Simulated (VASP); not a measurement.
# CuSi11C12 (a cell with a defect) in VASP: notebook, part 2 of 2

VASP 6.6.1. The steps go on from the part before.

**3. Single point, PBEsol+U, collinear spin, ferromagnetic start**

INCAR

```
PREC     = Accurate       # precision mode
ENCUT    = 450            # plane-wave cutoff, eV
EDIFF    = 1E-5           # SCF threshold, eV
ISMEAR   = 0              # smearing method
SIGMA    = 0.03           # smearing width, eV
LREAL    = Auto         
LASPH    = True           # aspherical terms in the spheres
NELM     = 120            # most SCF steps
ALGO     = Normal         # electronic algorithm
ISIF     = 2              # what is computed and relaxed
LWAVE    = False          # write WAVECAR
LCHARG   = False          # write CHGCAR
ISPIN    = 2              # spin polarisation
MAGMOM   = 3 0 0 0 0 0 0 0 0 0 0 0 0 0 0 0 0 0 0 0 0 0 0 0 # initial moments
LORBIT   = 11             # projections on sites
LMAXMIX  = 4              # l up to which the mixer works
LDAU     = True           # DFT+U
LDAUTYPE = 2            
LDAUL    = 2 -1 -1        # shell
LDAUU    = 5 0 0          # U, eV
LDAUJ    = 0 0 0        
LDAUPRINT= 1            
GGA      = PS             # functional
ISYM     = 0            
KPAR     = 4
```

KPOINTS

```
regular mesh
0
Gamma
  2 3 3
```

POSCAR

```
CuSi11C12                               
1.0
    0.0000000000      6.5370000000      6.5370000000
    4.3580000000      0.0000000000      4.3580000000
    4.3580000000      4.3580000000      0.0000000000
  Cu              Si              C             
     1    11    12
Direct
     0.9986250593378860    0.0007829700289506    0.0011946286955630
     0.9996836410677337    0.9984949738954965    0.5024326542835343
     0.9998009619263166    0.5021494650736739    0.9987101313255741
     0.9998764865268769    0.5018701237452082    0.5024277282466380
     0.3334947946703698    0.0002284431766928    0.9999124869814313
     0.3352394767772292    0.9991179598489015    0.5009599065115323
     0.3352777870178449    0.5010132931996513    0.9990605062318384
     0.3338673529806515    0.5008036104583905    0.5003364264949780
     0.6688301417012085    0.9992536248598292    0.9991581911003468
     0.6675195633335775    0.9996581468801339    0.5017116912659298
     0.6674883442717637    0.5014760845892561    0.9999084839372036
     0.6682599315722140    0.5000641552555131    0.4998462882602683
     0.0870091092052848    0.1318438235581779    0.1320088039933963
     0.0887918587369343    0.1309259249121704    0.6072057265238417
     0.0887721044234675    0.6069527093826106    0.1313475533158932
     0.0839234031912958    0.6256284448187519    0.6258243508148894
     0.4180568308529247    0.1244171730900080    0.1243099418376032
     0.4164315540245401    0.1260086951554833    0.6264391166488833
     0.4164734509546170    0.6267664522246484    0.1255630584005885
     0.4183183857846333    0.6247736907987818    0.6246400659714006
     0.7358828755880298    0.1329815024881238    0.1332939993817931
     0.7504133820152754    0.1254055319134929    0.6255555109516888
     0.7504260028050382    0.6255912880697778    0.1251992045206920
     0.7504775012343009    0.6255569125762870    0.6257575443044727
```

Potentials or basis: VASP PAW PBE potentials, release 64 (Cu, Si, C).

On the command line:

```
$ cat potpaw_PBE.64/Cu/POTCAR potpaw_PBE.64/Si/POTCAR potpaw_PBE.64/C/POTCAR > POTCAR
$ mpirun -np 4 vasp_std > vasp.out
```

OUTCAR:

```text
PREC = Accurate
   ENCUT = 450
   EDIFF = 1E-5
   ISMEAR = 0
   LREAL = Auto
   LASPH = True
   NELM = 120
   ISIF = 2
   ISPIN = 2
   LORBIT = 11
   GGA = PS
   ISYM = 0

 ion  position               nearest neighbor table
   1  0.999  0.001  0.001-  15 1.98  14 1.98  21 1.98  13 1.98
   2  1.000  0.998  0.502-  13 1.87  14 1.87  16 1.88  22 1.88   3 3.06   4 3.06   9 3.06  10 3.07
                            12 3.08   8 3.08   5 3.09   6 3.10   4 3.10   3 3.10
   3  1.000  0.502  0.999-  13 1.87  15 1.87  16 1.88  23 1.88   2 3.06   4 3.06   9 3.06  11 3.07
                            12 3.08   8 3.08   5 3.09   7 3.10   4 3.10   2 3.10
[... 1604 lines left out ...]
      4.37673      8.72577      8.72334         0.020495     -0.072939     -0.055170
      4.35861      6.53767      2.18105        -0.115826      0.039342      0.036142
      6.53734      4.37464      6.54562        -0.024171     -0.080508      0.005169
[... 16 lines left out ...]
      3.27194      5.45115      7.63186        -0.007956      0.077004      0.019049
      5.45323      7.63292      7.63205         0.030792     -0.022841     -0.024618
 -----------------------------------------------------------------------------------
    total drift:                               -0.008729     -0.003381     -0.004762

  FREE ENERGIE OF THE ION-ELECTRON SYSTEM (eV)
  ---------------------------------------------------
  free  energy   TOTEN  =      -182.9440451707 eV

  energy  without entropy=     -182.9431685989  energy(sigma->0) =     -182.94360688

 total charge

# of ion       s       p       d       tot
------------------------------------------
    1        0.507   0.508   9.262  10.277
    2        0.713   0.984   0.000   1.696
    3        0.713   0.983   0.000   1.696
    4        0.712   0.981   0.000   1.692
    5        0.714   0.982   0.000   1.696
    6        0.711   0.979   0.000   1.690
[... 16 lines left out ...]
   23        0.836   1.705   0.000   2.541
   24        0.835   1.704   0.000   2.539
--------------------------------------------------
tot         18.480  31.313   9.262  59.055

 magnetization (x)

# of ion       s       p       d       tot
------------------------------------------
    1        0.000  -0.000   0.000   0.000
    2        0.000   0.000   0.000   0.000
    3        0.000   0.000   0.000   0.000
    4        0.000   0.000   0.000   0.000
    5       -0.000  -0.000   0.000  -0.000
    6        0.000  -0.000   0.000  -0.000
[... 16 lines left out ...]
   23       -0.000  -0.000   0.000  -0.000
   24       -0.000  -0.000   0.000  -0.000
--------------------------------------------------
tot          0.000  -0.000   0.000   0.000
```

OSZICAR:

```text
N       E                     dE             d eps       ncg     rms          rms(c)
DAV:   1     0.594113920971E+03    0.59411E+03   -0.40826E+04  2640   0.134E+03
DAV:   2    -0.107071253446E+03   -0.70119E+03   -0.65083E+03  2924   0.315E+02
DAV:   3    -0.204019931587E+03   -0.96949E+02   -0.94081E+02  3362   0.113E+02
DAV:   4    -0.209535274377E+03   -0.55153E+01   -0.54857E+01  3944   0.299E+01
DAV:   5    -0.209675465556E+03   -0.14019E+00   -0.13999E+00  3392   0.392E+00    0.433E+01
DAV:   6    -0.202557313626E+03    0.71182E+01   -0.33222E+02  3624   0.316E+02    0.420E+01
DAV:   7    -0.188087916986E+03    0.14469E+02   -0.11407E+02  3852   0.563E+01    0.173E+01
DAV:   8    -0.182284224002E+03    0.58037E+01   -0.21358E+01  3544   0.105E+02    0.795E+00
DAV:   9    -0.183249108299E+03   -0.96488E+00   -0.81801E+00  3984   0.307E+01    0.561E+00
DAV:  10    -0.183084581892E+03    0.16453E+00   -0.50964E+00  3744   0.583E+01    0.412E+00
DAV:  11    -0.182964603302E+03    0.11998E+00   -0.71670E-01  3968   0.183E+01    0.160E+00
DAV:  12    -0.182938627830E+03    0.25975E-01   -0.19770E-01  4192   0.991E+00    0.407E-01
DAV:  13    -0.182944404247E+03   -0.57764E-02   -0.50264E-02  3656   0.106E+00    0.291E-01
DAV:  14    -0.182945057830E+03   -0.65358E-03   -0.21038E-03  4072   0.701E-01    0.264E-01
DAV:  15    -0.182943960970E+03    0.10969E-02   -0.39583E-03  3736   0.167E+00    0.339E-02
DAV:  16    -0.182944053798E+03   -0.92828E-04   -0.84719E-04  3912   0.132E-01    0.244E-02
DAV:  17    -0.182944045171E+03    0.86277E-05   -0.28958E-05  2180   0.607E-02
   1 F= -.18294405E+03 E0= -.18294361E+03  d E =-.876572E-03  mag=     0.0000
```

Wall time 3.5 min (4 MPI ranks of Intel Xeon Platinum 8375C at 2.90GHz (Ice Lake), shared host); peak memory 0.57 GiB.

Results:

```yaml
Free_energy: -182.9440 eV
Largest_force: 0.270 eV/Å
Band_gap_on_the_k_mesh: none (metal or under the smearing width)
Net_moment: 0.00 μB per cell
Valence_electrons_inside_the_program's_atomic_spheres: Cu 10.28; Si 1.70, 1.69, 1.68; C 2.47, 2.54, 2.52, 2.53, 2.49
```

Forces in eV/Å, atoms in the order of the input:
```
Cu  -0.053  0.115  0.121
Si   0.178  0.028 -0.150
Si   0.189 -0.166  0.029
Si   0.020 -0.073 -0.055
Si  -0.116  0.039  0.036
Si  -0.024 -0.081  0.005
Si  -0.025 -0.009 -0.085
Si   0.013  0.007 -0.010
Si  -0.091  0.102  0.095
Si  -0.062  0.011  0.074
Si  -0.073  0.066  0.020
Si  -0.015 -0.010 -0.018
C   -0.026 -0.056 -0.063
C    0.012 -0.123  0.016
C    0.003  0.018 -0.123
C   -0.092  0.054  0.055
C   -0.071  0.186  0.183
C    0.060 -0.037 -0.030
C    0.070 -0.019 -0.046
C   -0.007  0.002  0.002
C    0.104 -0.123 -0.113
C   -0.016  0.014  0.062
C   -0.008  0.077  0.019
C    0.031 -0.023 -0.025
```

Eigenvalues of the final occupation matrices:
```tsv
site	spin	trace	eigenvalues
site 1 d	1	4.64	0.90 0.91 0.91 0.96 0.96
site 1 d	2	4.64	0.90 0.91 0.91 0.96 0.96
```

Caveat: the k mesh is coarse (spacing up to 0.42 Å⁻¹), so the values aren't converged; the PAW data sets were made with another functional, which shifts forces and pressure a little; the U is typed as a test and isn't derived for this compound. The state reached can hang on the start; a lower one may exist.
